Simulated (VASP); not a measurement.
Consider the following.

```
Pt3Ti
1.0
    3.94637     0.00000     0.00000
    0.00000     3.94637     0.00000
    0.00000     0.00000     3.94637
Ti Pt
1 3
Direct
  0.00000   0.00000   0.00000
  0.00000   0.50000   0.50000
  0.50000   0.00000   0.50000
  0.50000   0.50000   0.00000
```

The numbers are results of PBE GGA, VASP's PBE PAW potentials (set 64) (plane waves; VASP), not measurements. Run with 480 eV cut-off, 7×7×7 Γ-centred mesh, first-order Methfessel-Paxton smearing of 0.10 eV, potentials Ti_sv Pt.

Unless said otherwise, spin-orbit coupling is left out, though it shifts the bands of the heavy elements here.

Task: Predict the energy per atom (σ→0), band gap (on the k-mesh) with the smallest direct gap where there is one.

Result: 
```
Quantity                                                    Result
------------------------  ----------------------------------------
band gap (on the k-mesh)  none (metal, semimetal or under 0.01 eV)
energy per atom (σ→0)                               -7.387 eV/atom
```

The compound is Pt3Ti in the L1_2 structure. It was relaxed first. The start is the result of an earlier pass.
